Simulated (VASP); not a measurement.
Data:

```yaml
crystal:
  lattice:
    - [4.18332, 0.00000, 0.00000]
    - [0.00000, 4.18332, 0.00000]
    - [0.00000, 0.00000, 2.67344]
  atoms:
    - { symbol: Si, position: [0.00000, 0.00000, 0.00000] }
    - { symbol: Si, position: [0.50000, 0.50000, 0.50000] }
    - { symbol: O, position: [0.30602, 0.30602, 0.00000] }
    - { symbol: O, position: [0.80602, 0.19398, 0.50000] }
    - { symbol: O, position: [0.19398, 0.80602, 0.50000] }
    - { symbol: O, position: [0.69398, 0.69398, 0.00000] }
```

The numbers are results of r2SCAN meta-GGA, VASP's PBE PAW potentials (set 64) (plane waves; VASP 6.6.1), not measurements. Numerical set-up: 520 eV cut-off, 7×7×10 Γ-centred mesh, Gaussian smearing of 0.010 eV, potentials Si O.

Q: Give the direction-averaged independent-particle dielectric function (no local fields, no excitons; a broadening of 0.1 eV leaves a tail below the gap, and fine structure carries the noise of the k-mesh).

A: 
| ħω (eV) | ε₁ | ε₂ |
|---|---|---|
| 0.00 | 3.20 | 0.00 |
| 0.40 | 3.20 | 0.00 |
| 0.90 | 3.21 | 0.00 |
| 1.40 | 3.22 | 0.00 |
| 1.80 | 3.23 | 0.00 |
| 2.30 | 3.25 | 0.01 |
| 2.80 | 3.28 | 0.01 |
| 3.30 | 3.32 | 0.01 |
| 3.70 | 3.35 | 0.01 |
| 4.20 | 3.40 | 0.01 |
| 4.70 | 3.46 | 0.01 |
| 5.10 | 3.52 | 0.01 |
| 5.60 | 3.60 | 0.02 |
| 6.10 | 3.70 | 0.02 |
| 6.60 | 3.84 | 0.03 |
| 7.00 | 3.98 | 0.05 |
| 7.50 | 4.16 | 0.14 |
| 8.00 | 4.39 | 0.29 |
| 8.40 | 4.45 | 0.38 |
| 8.90 | 4.61 | 0.47 |
| 9.40 | 4.86 | 0.65 |
| 9.90 | 5.43 | 1.04 |
| 10.30 | 5.05 | 1.63 |
| 10.80 | 5.20 | 2.14 |
| 11.30 | 5.12 | 1.97 |
| 11.70 | 5.26 | 2.10 |
| 12.20 | 5.85 | 2.80 |
| 12.70 | 5.18 | 4.73 |
| 13.20 | 5.30 | 5.50 |
| 13.60 | 3.59 | 5.95 |
| 14.10 | 2.49 | 5.26 |
| 14.60 | 2.12 | 4.65 |
| 15.00 | 2.41 | 5.12 |
| 15.50 | 1.92 | 4.59 |
| 16.00 | 1.40 | 4.68 |
| 16.50 | 0.89 | 4.78 |
| 16.90 | 0.86 | 5.35 |
| 17.40 | -0.18 | 4.87 |
| 17.90 | -0.44 | 3.87 |
| 18.40 | -0.42 | 3.69 |
ε₂ peaks at 13.3 eV (height 6.0), 15.1 eV (height 5.4), 16.9 eV (height 5.3); ε₁(0) averages 3.20, so the electronic refractive index below the gap tends to √3.20 = 1.79.

The compound is SiO2 in the rutile structure, stishovite, a high-pressure form. It was relaxed first.
